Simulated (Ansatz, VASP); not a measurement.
# W: VASP beside Ansatz

Aim: how closely do two programs agree when they are given the same cell, functional and k mesh? The structure shown is the end of the Ansatz relaxation below.

Calculated with Ansatz 0.2.0; plane waves, with VASP 6.6.1 beside it; single point at PBEsol.

## 1. The structure

Symmetry: I4/mmm, No. 139, tetragonal system. Conventional cell: a = 3.185 Å, b = 3.185 Å, c = 3.131 Å, α = 90.00°, β = 90.00°, γ = 90.00°. W has 8 W at 2.74 Å nearest.

## 2. Ansatz: relaxation, PBEsol

Ansatz runs on its PAW soft_1 files.

This run makes the geometry at which the two programs are then compared.

Contents of input.yaml:

```yaml
crystal:
  lattice:
    - [3.1851461, 0.0, 0.0]
    - [0.0, 3.1851461, 0.0]
    - [0.0, 0.0, 3.13468834]
  atoms:
    - { symbol: W, position: [0.0, 0.0, 0.0] }
    - { symbol: W, position: [0.5, 0.5, 0.5] }
kpoints:
  mp_grid: { grid: [14, 14, 14] }
scf:
  occupations: { method: fermi_dirac, width: 0.05 }
hamiltonian:
  xc: pbesol
  pseudopotentials: { kind: paw, azcp: { folder: soft_1 }, xc_functional: pbe }
basis:
  ecutwfc: 600
output:
  forces: true
  stress: true
relax:
  f_tol: 0.005
  max_steps: 70
  cell: { stress_tol: 0.02, p_target: 0, fix: [a, b, alpha, beta, gamma] }
```

On the command line:

```
$ ansatz run input.yaml --threads 4 --pin off --max-ram 10240MiB --backend cpu --events-out ev --progress --plain --runs-dir out
```

Numbers of over 12 decimals in the logs are rounded to 6 here.

Output:

```text
Engine: ansatz 0.2.0, aarch64-unknown-linux-gnu
Pseudopotentials: kind: paw
Pseudopotential: W, paw, valence charge 14, recommended cutoff 420 eV (normal), soft_1/W.paw.azcp
Functional definition: PBEsol
  exchange = pbesol_x
  correlation = pbesol_c
Crystal: 2 atoms, lattice volume = 31.802 Å³
Basis set: ecut = 600 eV, 1037 PW (Γ), exchange–correlation on 54×54×54 points (8 copies of the dense FFT grid, shifted against one another)
Bands: 18, of which v1, the nominal top of the filled ones, is band 14 counted from 1 (13 counted from 0)
Symmetry: 32 space group operations
Space group: I4/mmm (ITA 139), of the structure as read, at distance tolerance 3.2e-5 Å
k-points: 288 of 2744
Non-local potential: W, projectors of the file, l = 0: 3, l = 1: 2, l = 2: 2, l = 3: 1
PAW form: soft (Blöchl's): semilocal exchange-correlation on the pseudo side does not see the compensation charge
PAW frozen core: W, regenerated for the run's functional, and the local potential with it (the file was generated under x = pbe(κ = 0.804, μ = 0.219515), c = pbe(β = 0.066725))
PAW one-centre angular grid: W, 590 points (default); XC on 64 Gauss nodes
Initial density: superposition of atomic densities (chi_scale 0.1, normalization cell)
Initial wavefunctions: pseudopotential atomic-orbital guess
Functional: x = pbesol(κ = 0.804, μ = 0.123457), c = pbesol(β = 0.046)
SCF iter   1: F=—  HF=-20515.608230 eV  |F-HF|=—  |Δ(HF+E_count)|=         —  Δρ=6.42e-2  dr2=1.14e0  ethr=3.10e-3  ⟨swp⟩=5.0  Hψ=21187  notcnv=0
preconditioner: auto → none  [metal: Δε(μ)=0.013 eV  Ē_g=5.896 eV  σ=0.050 eV  W_gap=0.06  n_scr=6 (ndim 8)  ℏωp=22.8 eV  f_vac=0.000  D(μ)=0.88/eV (n_scr^D=6)  sad-step TF]
SCF iter   2: F=—  HF=-20515.312607 eV  |F-HF|=—  |Δ(HF+E_count)|=   2.96e-1  Δρ=3.86e-2  dr2=4.04e-1  ethr=3.10e-3  ⟨swp⟩=2.0  Hψ=8539  notcnv=0
SCF iter   3: F=—  HF=-20515.158066 eV  |F-HF|=—  |Δ(HF+E_count)|=   1.55e-1  Δρ=1.59e-3  dr2=2.76e-4  ethr=1.44e-3  ⟨swp⟩=2.9  Hψ=9813  notcnv=0
SCF iter   4: F=—  HF=-20515.158515 eV  |F-HF|=—  |Δ(HF+E_count)|=   4.49e-4  Δρ=2.05e-4  dr2=1.33e-5  ethr=9.84e-7  ⟨swp⟩=2.1  Hψ=9601  notcnv=0
SCF iter   5: F=—  HF=-20515.158503 eV  |F-HF|=—  |Δ(HF+E_count)|=   1.17e-5  Δρ=1.96e-5  dr2=7.84e-8  ethr=4.75e-8  ⟨swp⟩=2.0  Hψ=8530  notcnv=0
SCF iter   6: F=-20515.158503 eV  HF=-20515.158503 eV  |F-HF|=2.07e-10  |Δ(HF+E_count)|=   1.58e-8  Δρ=1.99e-6  dr2=5.11e-10  ethr=2.80e-10  ⟨swp⟩=1.8  Hψ=16616  notcnv=0
SCF 1 converged in 6 iterations: F = -20515.158503 eV  dr2 = 5.11e-10
  greatest PAW one-centre occupation: 0.999 electrons in one spin orbital (limit 2), on the W atom at site 1 (counted from 0), in its partial waves of l = 0
relax step   1: F+E_penalty+E_count = -20515.15850288 eV  Δ(F+E_penalty+E_count) = +0.000e0 eV  max|allowed force component| = 9.861e-31 eV/Å  Δτ_max = 0.0000 Å  P = -4.064 GPa  Ω = 31.802 Å³  fix = [a, b, alpha, beta, gamma]  reactions: a -5.758, b -5.758 GPa  (6 SCF iters, dr2 threshold 1.00e-7 eV, accepted)
[...]
relax step   2: F+E_penalty+E_count = -20515.15780412 eV  Δ(F+E_penalty+E_count) = +6.988e-4 eV  max|allowed force component| = 4.043e-30 eV/Å  Δτ_max = 0.0000 Å  P = -2.480 GPa  Ω = 31.640 Å³  energy of the carried Pulay correction = +7.686e-6 eV  fix = [a, b, alpha, beta, gamma]  (6 SCF iters, dr2 threshold 2.00e-7 eV, rejected (line search))
[...]
relax step   3: F+E_penalty+E_count = -20515.15858981 eV  Δ(F+E_penalty+E_count) = -8.693e-5 eV  max|allowed force component| = 2.268e-30 eV/Å  Δτ_max = 0.0000 Å  P = -3.682 GPa  Ω = 31.762 Å³  energy of the carried Pulay correction = +1.874e-6 eV  fix = [a, b, alpha, beta, gamma]  reactions: a -5.518, b -5.518 GPa  (6 SCF iters, accepted)
[...]
relax step   4: F+E_penalty+E_count = -20515.15858795 eV  Δ(F+E_penalty+E_count) = +1.861e-6 eV  max|allowed force component| = 6.903e-30 eV/Å  Δτ_max = 0.0000 Å  P = -3.682 GPa  Ω = 31.762 Å³  fix = [a, b, alpha, beta, gamma]  reactions: a -5.518, b -5.518 GPa  stress off target by 1.10e-2 GPa on what of the cell is left free  SCF on the basis re-selected at this cell (its energy is not comparable with the rows above)  (7 SCF iters)
basis re-selected at this cell: Δ(F+E_penalty+E_count) = +1.861e-6 eV, ΔP = -0.000 GPa vs the last step (what re-selecting the basis moved, of the pressure what is left beyond the Pulay correction that the steps carried, after the strain that the cell walked since its last selection, with what the two solves' SCF thresholds leave and, on support functions, any second-order correction that the steps lacked; it is no m [...]
SCF converged after 7 iterations
Free energy (F): -20515.158588 eV
Harris-Foulkes:  -20515.158588 eV  (|F-HF|=1.09e-11)
Internal energy: -20515.149383 eV  (E = F + TS)
E sigma→0 (E₀):  -20515.153985 eV
Entropy (-TS):   -0.009205 eV (-4.602 meV/atom)
Fermi energy:    22.255676 eV
--- Per-component energies (eV) ---
  E_band       = -174.106745
  E_kinetic    = 843.121654
  E_local      = -1090.646860  (includes V_loc(G=0)·N_el)
  E_nonlocal   = -45.703861
  E_hartree    = 455.237386
  E_xc         = -531.866347
  E_vxc        = -462.284213  (∫ρ·V_xc dr)
  E_paw        = -16902.506187  (= ΣΔE_a)
  E_vpaw       = -329.068310  (= ΣTr[D̂ρ^β])
  E_aug_tail   = 0.000073  (compensation charges beyond the density's cutoff)
  E_ewald      = -3243.228956
  E_core_change = 0.443715  (= ΣΔE_core)
  E_smearing   = -0.009205  (= −TS)
  E_closure    = 0.000000  (closes the sum)
  Σ components = -20515.158588   (vs F -20515.158588, Δ=0.00e0)
--- Forces (eV/Å), atoms counted from 1 ---
  atom   1  W      0.00000000     0.00000000     0.00000000
  atom   2  W     -0.00000000     0.00000000     0.00000000
  max |Σ_I F_I| component: 7.49e-30 eV/Å
--- Stress (GPa, compression-positive) ---
       -5.517694       0.000000       0.000000
        0.000000      -5.517694       0.000000
        0.000000       0.000000      -0.011027
  P = ⅓ Tr σ = -3.6821 GPa (-36.821 kbar)
--- Relaxed structure (3 steps of the walk, 2 accepted, 1 SCFs on fresh bases) ---
  F+E_penalty+E_count = -20515.15858795 eV   max|allowed force component| = 6.903e-30 eV/Å   (the final SCF, on the basis selected at the relaxed cell)
  cell:  # Å, volume = 31.7624 Å³
    - [3.1851461, 0, 0.0]
    - [0, 3.1851461, 0.0]
    - [0.0, 0.0, 3.130791]
  atoms:
    - { symbol: W, position: [0.0, 0.0, 0.0] }
    - { symbol: W, position: [0.5, 0.5, 0.5] }
```

In the SCF lines HF is the Harris–Foulkes energy and dr2 the Hartree energy of the density residual, in eV; the loop may stop once dr2 is under the threshold and the program's other checks hold. Hψ counts applications of the Hamiltonian.

## 3. VASP: single point, PBEsol, pair 1

The same cell, functional, mesh and smearing now go to VASP, with its own data sets.

Lines of VASP's logs that name or quote its potential files are left out, and so is its time.

Contents of INCAR:

```
SYSTEM = W
PREC = Accurate
ENCUT = 600
EDIFF = 1E-06
NELM = 120
ISMEAR = -1
SIGMA = 0.05
LREAL = .FALSE.
ALGO = Normal
GGA = PS
NBANDS = 12
LASPH = .TRUE.
LORBIT = 11
LWAVE = .FALSE.
LCHARG = .FALSE.
ISIF = 2
GGA_COMPAT = .FALSE.
KPAR = 2
```

Contents of POSCAR:

```
W
1.0
    3.1851461000      0.0000000000      0.0000000000
    0.0000000000      3.1851461000      0.0000000000
    0.0000000000      0.0000000000      3.1307913964
W
2
Direct
    0.0000000000      0.0000000000      0.0000000000
    0.5000000000      0.5000000000      0.5000000000
```

Contents of KPOINTS:

```
Automatic mesh
0
Gamma
14 14 14
0 0 0
```

PAW data sets: W (PBE family, release 64).

On the command line:

```
$ mpirun -np 2 vasp_std
```

Output:

```text
[banner, memory and clock lines left out]
running    2 mpi-ranks, on    1 nodes
 distrk:  each k-point on    1 cores,    2 groups
 distr:  one band on    1 cores,    1 groups

 POSCAR found type information on POSCAR W
 POSCAR found :  1 types and       2 ions
|                                                                             |
|               ----> ADVICE to this user running VASP <----                  |
|                                                                             |
|     You enforced a specific xc type in the INCAR file but a different       |
|     [... a line on the potential file left out ...]
|     I HOPE YOU KNOW WHAT YOU ARE DOING!                                     |
|                                                                             |

 LDA part: xc-table for (Slater+PW92), standard interpolation
 POSCAR, INCAR and KPOINTS ok, starting setup
 FFT: planning ... GRIDC
 FFT: planning ... GRID_SOFT
 FFT: planning ... GRID
 WAVECAR not read
 entering main loop
       N       E                     dE             d eps       ncg     rms          rms(c)
DAV:   1     0.381463141522E+02    0.38146E+02   -0.59192E+03  6912   0.993E+02
DAV:   2    -0.259863752214E+02   -0.64133E+02   -0.59082E+02  8236   0.242E+02
DAV:   3    -0.291760096056E+02   -0.31896E+01   -0.30544E+01  8740   0.437E+01
DAV:   4    -0.292227949494E+02   -0.46785E-01   -0.46713E-01  7596   0.525E+00
DAV:   5    -0.292231044032E+02   -0.30945E-03   -0.30942E-03  8312   0.410E-01    0.296E+01
DAV:   6    -0.281661523685E+02    0.10570E+01   -0.78678E-01  7532   0.616E+00    0.147E+01
DAV:   7    -0.277587878575E+02    0.40736E+00   -0.87745E-01  8036   0.654E+00    0.533E-01
DAV:   8    -0.277551975128E+02    0.35903E-02   -0.74479E-03  7292   0.600E-01    0.225E-01
DAV:   9    -0.277547149777E+02    0.48254E-03   -0.35428E-04  8568   0.112E-01    0.264E-02
DAV:  10    -0.277547258545E+02   -0.10877E-04   -0.11324E-05  7868   0.318E-02    0.217E-02
DAV:  11    -0.277547241944E+02    0.16601E-05   -0.35593E-06  7168   0.117E-02    0.158E-03
DAV:  12    -0.277547243212E+02   -0.12688E-06   -0.19253E-08  3828   0.169E-03
   1 F= -.27754724E+02 E0= -.27750224E+02  d E =-.900151E-02
```

Parts of OUTCAR (step 3):

```text
ion  position               nearest neighbor table
   1  0.000  0.000  0.000-   2 2.74   2 2.74   2 2.74   2 2.74   2 2.74   2 2.74   2 2.74   2 2.74

  LATTYP: Found a simple tetragonal cell.
 ALAT       =     3.1851461000
 C/A-ratio  =     0.9829349418

 Subroutine GETGRP returns: Found 16 space group operations
 (whereof 16 operations were pure point group operations)

The static configuration has the point symmetry D_4h.

 Found    288 irreducible k-points:

   k-points           NKPTS =    288   k-points in BZ     NKDIM =    288   number of bands    NBANDS=     12

   dimension x,y,z NGX =    28 NGY =   28 NGZ =   28
   dimension x,y,z NGXF=    56 NGYF=   56 NGZF=   56

   ENCUT  =  600.0 eV  44.10 Ry    6.64 a.u.   6.36  6.36  6.25*2*pi/ulx,y,z

   NELECT =      12.0000    total number of electrons

 k-points in reciprocal lattice and weights: Automatic mesh
   0.00000000  0.00000000  0.00000000       0.000
   0.07142857  0.00000000  0.00000000       0.001
   0.14285714  0.00000000  0.00000000       0.001
   0.21428571  0.00000000  0.00000000       0.001
   0.28571429  0.00000000  0.00000000       0.001
   0.35714286  0.00000000  0.00000000       0.001
   0.42857143  0.00000000  0.00000000       0.001
   0.50000000  0.00000000  0.00000000       0.001
   0.07142857  0.07142857  0.00000000       0.001
[...]
0.50000000  0.42857143  0.50000000       0.001
   0.50000000  0.50000000  0.50000000       0.000

 average (electrostatic) potential at core
       1 -37.7524       2 -37.7524

 E-fermi :   7.6893

 k-point     1 :       0.0000    0.0000    0.0000
  band No.  band energies     occupation
    ...
      2       1.7844      2.00000
      3       1.8324      2.00000
      4       6.2352      2.00000
      5       6.4644      2.00000
      6       6.4644      2.00000
      7       9.6783      0.00000
      8       9.9877      0.00000
      9      12.7298      0.00000
     10      12.7298      0.00000
     11      12.8049      0.00000
    ...

 k-point     2 :       0.0714    0.0000    0.0000
  band No.  band energies     occupation
    ...
      2       1.8685      2.00000
      3       1.9078      2.00000
      4       6.2272      2.00000
      5       6.4548      2.00000
      6       6.5211      2.00000
      7       9.5301      0.00000
      8      10.0102      0.00000
      9      12.2218      0.00000
     10      12.2239      0.00000
     11      12.6110      0.00000
    ...

 k-point     3 :       0.1429    0.0000    0.0000
  band No.  band energies     occupation
    ...
      2       2.0729      2.00000
      3       2.1630      2.00000
      4       6.2129      2.00000
      5       6.4360      2.00000
      6       6.6902      2.00000
      7       9.0404      0.00000
      8      10.1577      0.00000
      9      11.1556      0.00000
     10      11.2235      0.00000
     11      12.2720      0.00000
    ...

  Total       -1.7259426     -1.7259426     -0.6205248      0.0000000      0.0000000      0.0000000
  in kB      -87.0610852    -87.0610852    -31.3009037      0.0000000      0.0000000      0.0000000
  external PRESSURE =     -68.4743580 kB  Pullay stress =       0.0000000 kB

  energy-cutoff  :      600.00
  volume of cell :       31.76
      direct lattice vectors                 reciprocal lattice vectors
     3.185146100  0.000000000  0.000000000     0.313957341  0.000000000  0.000000000
     0.000000000  3.185146100  0.000000000     0.000000000  0.313957341  0.000000000
     0.000000000  0.000000000  3.130791396     0.000000000  0.000000000  0.319408058

 POSITION                                       TOTAL-FORCE (eV/Angst)
 -----------------------------------------------------------------------------------
      0.00000      0.00000      0.00000         0.000000      0.000000      0.000000
      1.59257      1.59257      1.56540        -0.000000     -0.000000     -0.000000
 -----------------------------------------------------------------------------------
    total drift:                                0.000000      0.000000      0.000000

  FREE ENERGIE OF THE ION-ELECTRON SYSTEM (eV)
  ---------------------------------------------------
  free  energy   TOTEN  =       -27.7547243212 eV

  energy  without entropy=      -27.7457228122  energy(sigma->0) =      -27.75022357

 total charge
# of ion       s       p       d       tot
------------------------------------------
    1        0.669   0.719   4.166   5.553
    2        0.669   0.719   4.166   5.553
--------------------------------------------------
tot          1.338   1.437   8.331  11.107

[... 3 further parts left out ...]
```

The run ends at a pressure of -6.85 GPa.

## 4. Comparison

Known differences besides the potentials themselves: the data sets hold 28 valence electrons in Ansatz (on its PAW soft_1 files) and 12 in VASP; Ansatz makes its cores anew for this functional, VASP keeps those of its PBE data sets; Ansatz's pressure holds a Pulay correction, VASP's none. Total energies have different zeros and are not compared.

Compared:

```tsv
quantity	Ansatz	VASP	difference
pressure (GPa)	-3.68	-6.85	+3.17
```

## 5. Other set-ups

Further runs change the set-up of one program: Ansatz's method, potentials or start, or VASP's data sets, cutoff or form of LDA. The table gives that difference for each run.

```tsv
run	pressure (GPa)
as above	3.2
VASP with the data sets W_sv and a cutoff of 500 eV	-0.56
```

## 6. Ansatz: relaxation, PBEsol

This run makes the geometry at which the two programs are then compared. The cell compared in this pair holds 30.31 Å³, against 31.76 Å³ for the pair before.

The structure compared here is the end of the Ansatz relaxation.

input.yaml, as its differences from that of step 2:

```diff
@@ -2,5 +2,5 @@
   lattice:
-    - [3.1851461, 0.0, 0.0]
-    - [0.0, 3.1851461, 0.0]
-    - [0.0, 0.0, 3.13468834]
+    - [3.0590017, 0.0, 0.0]
+    - [0.0, 3.0590017, 0.0]
+    - [0.0, 0.0, 3.21037498]
   atoms:
```

On the command line:

```
$ ansatz run input.yaml --threads 4 --pin off --max-ram 10240MiB --backend cpu --events-out ev --progress --plain --runs-dir out
```

Output:

```text
[...]
Crystal: 2 atoms, lattice volume = 30.041 Å³
Basis set: ecut = 600 eV, 997 PW (Γ), exchange–correlation on 50×50×54 points (8 copies of the dense FFT grid, shifted against one another)
Bands: 18, of which v1, the nominal top of the filled ones, is band 14 counted from 1 (13 counted from 0)
Symmetry: 32 space group operations
[...]
k-points: 288 of 2744
[...]
18.864065       0.000000       0.000000
        0.000000      18.864065       0.000000
        0.000000       0.000000      -0.015788
  P = ⅓ Tr σ = 12.5708 GPa (125.708 kbar)
--- Relaxed structure (4 steps of the walk, 3 accepted, 1 SCFs on fresh bases) ---
[...]
cell:  # Å, volume = 30.3072 Å³
    - [3.0590017, 0, 0.0]
    - [0, 3.0590017, 0.0]
    - [0.0, 0.0, 3.238817]
  atoms:
    - { symbol: W, position: [0.0, 0.0, 0.0] }
    - { symbol: W, position: [0.5, 0.5, 0.5] }
[key lines of the parts left out:]
SCF converged after 8 iterations
Free energy (F): -20515.060817 eV
Fermi energy:    23.435760 eV
```

## 7. VASP: single point, PBEsol, pair 2

The same cell, functional, mesh and smearing now go to VASP, with its own data sets.

INCAR is that of step 3.

Contents of POSCAR:

```
W
1.0
    3.0590017000      0.0000000000      0.0000000000
    0.0000000000      3.0590017000      0.0000000000
    0.0000000000      0.0000000000      3.2388173088
W
2
Direct
    0.0000000000      0.0000000000      0.0000000000
    0.5000000000      0.5000000000      0.5000000000
```

KPOINTS is that of step 3.

On the command line:

```
$ mpirun -np 2 vasp_std
```

Output:

```text
[banner, memory and clock lines left out]
running    2 mpi-ranks, on    1 nodes
[...]
[... a notice as in an earlier step ...]

 LDA part: xc-table for (Slater+PW92), standard interpolation
 POSCAR, INCAR and KPOINTS ok, starting setup
[...]
entering main loop
       N       E                     dE             d eps       ncg     rms          rms(c)
DAV:   1     0.403512689818E+02    0.40351E+02   -0.60029E+03  6912   0.100E+03
DAV:   2    -0.257727430632E+02   -0.66124E+02   -0.61045E+02  8168   0.249E+02
DAV:   3    -0.290039642472E+02   -0.32312E+01   -0.31110E+01  8504   0.444E+01
DAV:   4    -0.290519769543E+02   -0.48013E-01   -0.47840E-01  7644   0.532E+00
[...]
DAV:  10    -0.276849970522E+02   -0.11441E-04   -0.70357E-06  7644   0.263E-02    0.205E-02
DAV:  11    -0.276849948829E+02    0.21693E-05   -0.20398E-06  5652   0.924E-03    0.462E-04
DAV:  12    -0.276849950049E+02   -0.12200E-06   -0.70671E-08  3768   0.250E-03
   1 F= -.27684995E+02 E0= -.27680915E+02  d E =-.815958E-02
```

(Continued in part 2 of 2.)

[Lines on the potential files, build, host, timing and source positions are cut from VASP's logs without a mark.]

[Logs are printed without paths, hosts, clocks, repeated set-up lines and the standing remarks that a program may print on its own settings, such as how far it seeks lower states.]

[Hosts, paths, dates, database ids (printed as entryN), source tags and the programs' standing remarks are cut or masked in the printed files.]
